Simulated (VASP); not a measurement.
Output of a VASP run:

### OSZICAR
```
...
DAV:   4    -0.365705772718E+02    0.28138E-04   -0.64818E-05  1272   0.726E-02    0.937E-03
DAV:   5    -0.365705749838E+02    0.22880E-05   -0.12819E-05  1200   0.309E-02    0.547E-03
DAV:   6    -0.365705748210E+02    0.16275E-06   -0.10506E-06   740   0.109E-02
   9 F= -.36570575E+02 E0= -.36570575E+02  d E =-.514535E-03
       N       E                     dE             d eps       ncg     rms          rms(c)
DAV:   1    -0.365766669254E+02   -0.60919E-02   -0.17679E-01  1008   0.371E+00    0.349E-01
DAV:   2    -0.365723401295E+02    0.43268E-02   -0.64858E-03  1092   0.750E-01    0.148E-01
DAV:   3    -0.365713363480E+02    0.10038E-02   -0.20458E-03  1208   0.359E-01    0.541E-02
DAV:   4    -0.365712239957E+02    0.11235E-03   -0.26036E-04  1256   0.145E-01    0.188E-02
DAV:   5    -0.365712148253E+02    0.91704E-05   -0.52203E-05  1208   0.622E-02    0.109E-02
DAV:   6    -0.365712145601E+02    0.26525E-06   -0.47400E-06  1172   0.220E-02
  10 F= -.36571215E+02 E0= -.36571215E+02  d E =-.115427E-02
       N       E                     dE             d eps       ncg     rms          rms(c)
DAV:   1    -0.365936374017E+02   -0.22423E-01   -0.69557E-01  1008   0.734E+00    0.692E-01
DAV:   2    -0.365765143494E+02    0.17123E-01   -0.25408E-02  1088   0.149E+00    0.293E-01
DAV:   3    -0.365725182130E+02    0.39961E-02   -0.81561E-03  1216   0.716E-01    0.107E-01
DAV:   4    -0.365720751095E+02    0.44310E-03   -0.10379E-03  1252   0.290E-01    0.374E-02
DAV:   5    -0.365720377827E+02    0.37327E-04   -0.21329E-04  1212   0.125E-01    0.218E-02
DAV:   6    -0.365720378095E+02   -0.26803E-07   -0.19584E-05  1180   0.446E-02    0.256E-03
DAV:   7    -0.365720381540E+02   -0.34451E-06   -0.69306E-07   764   0.826E-03
  11 F= -.36572038E+02 E0= -.36572038E+02  d E =-.197787E-02
       N       E                     dE             d eps       ncg     rms          rms(c)
DAV:   1    -0.366569347758E+02   -0.84897E-01   -0.26965E+00  1008   0.144E+01    0.136E+00
DAV:   2    -0.365897773187E+02    0.67157E-01   -0.97634E-02  1080   0.291E+00    0.578E-01
DAV:   3    -0.365739321887E+02    0.15845E-01   -0.32673E-02  1208   0.143E+00    0.212E-01
DAV:   4    -0.365722064081E+02    0.17258E-02   -0.41629E-03  1256   0.581E-01    0.752E-02
DAV:   5    -0.365720446086E+02    0.16180E-03   -0.91286E-04  1212   0.257E-01    0.435E-02
DAV:   6    -0.365720499092E+02   -0.53006E-05   -0.84792E-05  1176   0.921E-02    0.476E-03
DAV:   7    -0.365720516211E+02   -0.17119E-05   -0.32247E-06  1192   0.168E-02    0.253E-03
DAV:   8    -0.365720523403E+02   -0.71923E-06   -0.71137E-07   928   0.695E-03
  12 F= -.36572052E+02 E0= -.36572052E+02  d E =-.199205E-02
       N       E                     dE             d eps       ncg     rms          rms(c)
DAV:   1    -0.365902203872E+02   -0.18169E-01   -0.58328E-01  1008   0.677E+00    0.635E-01
DAV:   2    -0.365759895458E+02    0.14231E-01   -0.21565E-02  1080   0.134E+00    0.268E-01
DAV:   3    -0.365727047454E+02    0.32848E-02   -0.66552E-03  1208   0.644E-01    0.991E-02
DAV:   4    -0.365723323676E+02    0.37238E-03   -0.85773E-04  1256   0.262E-01    0.341E-02
DAV:   5    -0.365723051030E+02    0.27265E-04   -0.16901E-04  1208   0.112E-01    0.205E-02
DAV:   6    -0.365723061159E+02   -0.10128E-05   -0.16406E-05  1172   0.407E-02    0.255E-03
DAV:   7    -0.365723065139E+02   -0.39807E-06   -0.66203E-07   764   0.800E-03
  13 F= -.36572307E+02 E0= -.36572307E+02  d E =-.224623E-02
```

File OUTCAR:
```
------------------------ aborting loop because EDIFF is reached ----------------------------------------
  FORCE on cell =-STRESS in cart. coord.  units (eV):
  Direction    XX          YY          ZZ          XY          YZ          ZX
  --------------------------------------------------------------------------------------
  Total        0.0355578      0.0355578     -0.0014287     -0.0000000      0.0000000      0.0000000
  in kB        1.5197840      1.5197838     -0.0610640     -0.0000000      0.0000000      0.0000000
  external PRESSURE =       0.9928346 kB  Pullay stress =       0.0000000 kB
  volume of cell :       37.49
      direct lattice vectors                 reciprocal lattice vectors
     2.505053406  0.000000000 -0.000000000     0.399193086  0.230474250 -0.000000000
    -1.252526703  2.169439753  0.000000000    -0.000000000  0.460948500 -0.000000000
     0.000000000  0.000000000  6.897616635     0.000000000  0.000000000  0.144977614
  FREE ENERGIE OF THE ION-ELECTRON SYSTEM (eV)
  ---------------------------------------------------
  free  energy   TOTEN  =       -36.5723065139 eV

  energy  without entropy=      -36.5723065139  energy(sigma->0) =      -36.57230651

 reached required accuracy - stopping structural energy minimisation
```
(Selected blocks of OUTCAR.)

POSCAR:
```
BN
1
    2.6040000000     0.0000000000     0.0000000000
   -1.3020000000     2.2551300000     0.0000000000
    0.0000000000     0.0000000000     6.6650000000
B N
2 2
Direct
  0.3333330000   0.6666670000   0.2500000000
  0.6666670000   0.3333330000   0.7500000000
  0.6666670000   0.3333330000   0.2500000000
  0.3333330000   0.6666670000   0.7500000000
```

Problem. Reconstruct the remaining input files.

Solution. This is not unique; one that fits is the input of the run itself, PBEsol GGA, plane waves, VASP's PBE PAW potentials (set 64).

### INCAR
```
SYSTEM  =  BN
PREC  =  Accurate; ENCUT  =  520; LREAL  =  .FALSE.
LASPH  =  .TRUE.
EDIFF  =  1E-6; NELM  =  100; ALGO  =  Normal
ISMEAR  =  0; SIGMA  =  0.05
GGA  =  PS
IBRION  =  2; NSW  =  60; ISIF  =  3
EDIFFG  =  -0.01
LWAVE  =  .FALSE.; LCHARG  =  .FALSE.
```

### KPOINTS
```
Automatic mesh
0
Gamma
10 10 4
0 0 0
```

POTCAR, in this order: B N (PBE.64 set). Program: vasp_std.

Energy and stress use the plane-wave basis of the starting cell. Without a dispersion term in the relaxation, distances and binding between the weakly bound layers, chains or molecules are unreliable, and so is what depends on them.

The structure was generated: BN was put into the layered h-BN type type (P6_3/mmc), which need not be its known phase. This run relaxes it. Symmetry was kept, so distortions that lower it aren't found.
